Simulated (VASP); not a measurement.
YbAl3, 4 atoms in the cell. It takes space group Pm-3m (No. 221, cubic). Conventional cell: a = 4.292 Å, b = 4.292 Å, c = 4.292 Å, α = 90.00°, β = 90.00°, γ = 90.00°. Yb (site symmetry m-3m) is surrounded by 12 Al at 3.03 Å. Around Al (site symmetry 4/mmm) lie 4 Yb at 3.03 Å and 8 Al at 3.03 Å. The cell comes from a database or a generator and needn't be the stable form of this composition.

```yaml
Program: VASP 6.6.1
Task: relaxation of cell and atoms
Functional: r2SCAN
Potentials_or_basis: VASP PAW PBE potentials, release 64 (Yb, Al)
Cutoff: 600 eV
k_mesh: 10 × 10 × 10
Occupations: gaussian, width 0.1 eV
Spin: no spin polarisation
Further_INCAR_settings: ALGO = Normal; EDIFF = 1e-07; IBRION = 2; EDIFFG = -0.004; NSW = 80; ISIF = 3
```

Potentials or basis: VASP PAW PBE potentials, release 64 (Yb, Al).

Command:

```sh
$ cat potpaw_PBE.64/Yb/POTCAR potpaw_PBE.64/Al/POTCAR > POTCAR
$ mpirun -np 1 vasp_std > vasp.out
```

Hardware: 1 thread of Intel(R) Xeon(R) 6975P-C (Granite Rapids), with other jobs on the host.

Question: How long does it take, and how much memory?

Answer: Run time: 19 min on 1 thread of Intel(R) Xeon(R) 6975P-C (Granite Rapids) (shared host), peak memory 0.32 GiB. Counts: scf iterations 108, k points 56, ion steps 3.
